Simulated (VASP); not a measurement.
OSZICAR of a VASP run on Fe (bcc):

**OSZICAR**
```
       N       E                     dE             d eps       ncg     rms          rms(c)
DAV:   1     0.134192623725E+02    0.13419E+02   -0.40787E+03  8360   0.108E+03
DAV:   2    -0.977174448392E+01   -0.23191E+02   -0.21910E+02  8009   0.128E+02
DAV:   3    -0.100526221051E+02   -0.28088E+00   -0.28042E+00  8790   0.190E+01
DAV:   4    -0.100538516247E+02   -0.12295E-02   -0.12294E-02  8666   0.115E+00
DAV:   5    -0.100538618831E+02   -0.10258E-04   -0.10258E-04  8616   0.953E-02    0.138E+01
DAV:   6    -0.892562739642E+01    0.11282E+01   -0.11304E+01  8365   0.564E+01    0.427E+00
DAV:   7    -0.888962607020E+01    0.36001E-01   -0.37609E-01  8389   0.103E+01    0.295E+00
DAV:   8    -0.887947843168E+01    0.10148E-01   -0.59256E-03  9794   0.682E-01    0.151E+00
DAV:   9    -0.887052152184E+01    0.89569E-02   -0.67702E-03  9921   0.708E-01    0.347E-01
DAV:  10    -0.887070647590E+01   -0.18495E-03   -0.15511E-03  9335   0.490E-01    0.143E-01
DAV:  11    -0.887068054079E+01    0.25935E-04   -0.22130E-04  8402   0.237E-01    0.221E-02
DAV:  12    -0.887068141443E+01   -0.87364E-06   -0.30807E-06  7947   0.298E-02
   1 F= -.69927295E+01 E0= -.69925708E+01  d E =-.699273E+01  mag=     1.9701
       N       E                     dE             d eps       ncg     rms          rms(c)
DAV:   1    -0.919885621156E+01   -0.32818E+00   -0.13074E+01  8240   0.647E+01    0.775E+00
DAV:   2    -0.870150407268E+01    0.49735E+00   -0.33536E+00  8368   0.307E+01    0.467E+00
DAV:   3    -0.868656753130E+01    0.14937E-01   -0.49640E-02  8451   0.384E+00    0.244E+00
DAV:   4    -0.868081879868E+01    0.57487E-02   -0.19175E-03  8372   0.600E-01    0.432E-01
DAV:   5    -0.867613758719E+01    0.46812E-02   -0.60911E-03  8194   0.797E-01    0.765E-02
DAV:   6    -0.867621246000E+01   -0.74873E-04   -0.93800E-05  8222   0.107E-01    0.459E-02
DAV:   7    -0.867621452891E+01   -0.20689E-05   -0.93127E-06  8217   0.573E-02    0.235E-02
DAV:   8    -0.867621291922E+01    0.16097E-05   -0.84439E-07  4408   0.141E-02    0.563E-03
DAV:   9    -0.867621252060E+01    0.39862E-06   -0.36227E-07  3978   0.906E-03
   2 F= -.69615151E+01 E0= -.69615979E+01  d E =0.312143E-01  mag=     1.7885
       N       E                     dE             d eps       ncg     rms          rms(c)
DAV:   1    -0.906983598027E+01   -0.39362E+00   -0.61599E+00  8196   0.469E+01    0.479E+00
DAV:   2    -0.884296972532E+01    0.22687E+00   -0.20252E+00  8342   0.220E+01    0.346E+00
DAV:   3    -0.882939771202E+01    0.13572E-01   -0.67164E-02  8582   0.446E+00    0.165E+00
DAV:   4    -0.882677373334E+01    0.26240E-02   -0.12071E-03  8429   0.559E-01    0.413E-01
DAV:   5    -0.882457698913E+01    0.21967E-02   -0.33606E-03  8198   0.639E-01    0.574E-02
DAV:   6    -0.882458648631E+01   -0.94972E-05   -0.47824E-05  8142   0.904E-02    0.330E-02
DAV:   7    -0.882458799213E+01   -0.15058E-05   -0.44668E-06  8135   0.357E-02    0.130E-02
DAV:   8    -0.882458924205E+01   -0.12499E-05   -0.95463E-07  4133   0.132E-02    0.264E-03
DAV:   9    -0.882458932218E+01   -0.80138E-07   -0.68969E-08  3975   0.406E-03
   3 F= -.70023897E+01 E0= -.70023549E+01  d E =-.966021E-02  mag=     1.8961
```

Which electronic solver shows in the log?

It is blocked Davidson (ALGO = Normal, or the opening steps of other solvers). The INCAR had ALGO = Normal.

How was spin treated?

Collinear spin (ISPIN = 2): the summary line carries one mag value, 1.90 μB in the cell.

Can the final energy be trusted as converged?

The run converged. It stopped with EDIFF = 1E-6, NELM = 100, NSW = 40 and EDIFFG = -0.02 after 3 ionic steps (PBEsol GGA, plane waves, VASP's PBE PAW potentials (set 64)). Energy and stress use the plane-wave basis of the starting cell.

The compound is Fe in the bcc structure. This run relaxes it under an external pressure of 30 GPa. Symmetry was kept, so distortions that lower it aren't found.
